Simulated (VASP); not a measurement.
The system is WC.

```
CELL_PARAMETERS angstrom
2.90650 0.00000 0.00000
-1.45325 2.51710 0.00000
0.00000 0.00000 2.83660
ATOMIC_POSITIONS crystal
W 0.00000 0.00000 0.00000
C 0.66667 0.33333 0.50000
```

* Program: VASP 6.6.1
* Task: relaxation of cell and atoms
* Functional: PBE
* Potentials or basis: VASP PAW PBE potentials, release 64 (W_sv, C)
* Cutoff: 520 eV
* k mesh: 3 × 3 × 4
* Occupations: gaussian, width 0.1 eV
* Spin: no spin polarisation

At the start: pressure 10.7 GPa; volume 10.38 Å³/atom.

Task: How do energy, volume and symmetry change on relaxing?

Result: Over 8 steps the energy falls by 11.1 meV/atom and the volume is 10.67 Å³/atom (+2.8 %); space group P-6m2 (No. 187, to 0.05 Å).

The path:
| step | energy change (eV) | largest force (eV/Å) | pressure (GPa) | volume (Å³) |
| --- | --- | --- | --- | --- |
| 1 | 0.0000 | 0.0000 | 10.68 | 20.75 |
| 2 | 0.1014 | 0.0000 | -23.47 | 22.90 |
| 3 | -0.0191 | 0.0000 | -0.59 | 21.34 |
| 4 | -0.0191 | 0.0000 | -0.34 | 21.33 |
| 5 | -0.0221 | 0.0000 | -0.26 | 21.35 |
| 6 | -0.0222 | 0.0000 | -0.26 | 21.35 |
| 7 | -0.0221 | 0.0000 | 0.56 | 21.30 |
| 8 | -0.0222 | 0.0000 | 0.01 | 21.33 |

Final structure:
```yaml
crystal:
  lattice:
    - [2.94805, 0.00000, 0.00000]
    - [-1.47402, 2.55308, 0.00000]
    - [0.00000, 0.00000, 2.83450]
  atoms:
    - { symbol: W, position: [0.00000, 0.00000, 0.00000] }
    - { symbol: C, position: [0.66667, 0.33333, 0.50000] }
```

Caveat: the k mesh is coarse (spacing up to 0.83 Å⁻¹), so the values aren't converged.
